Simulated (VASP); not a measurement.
A cell of Ni (fcc) near equilibrium:

```xyz
1
Lattice="0.0000 1.7288 1.7288 1.7288 0.0000 1.7288 1.7288 1.7288 0.0000" Properties=species:S:1:pos:R:3 pbc="T T T"
Ni     0.0000     0.0000     0.0000
```
Starting moments (μB, in the order of the record's atoms Ni): 0.6.

Method: PBEsol GGA, VASP's PBE PAW potentials (set 64) (plane waves; VASP).

```tsv
run	ΔE (meV/atom)	σxx	σyy	σzz	largest shear component, with its sign (GPa)	largest force (eV/Å)	moment (μB)
as it is	0.0	0.62	0.62	0.62	0.00	0.000	0.59
after one change	87.2	-19.83	-19.83	-19.83	0.00	0.000	0.61
```
Stress is in GPa, positive when the cell is compressed.

### Question
Name the change that produced these shifts.
A) biaxial strain of -0.5 % in the yz plane
B) isotropic strain of -4.0 %
C) isotropic strain of +4.0 %
D) isotropic strain of +2.0 %

### Answer
C, isotropic strain of +4.0 %

The compound is Ni in the fcc structure. The spin order is the one that the start imposed; others were not tried in this run.
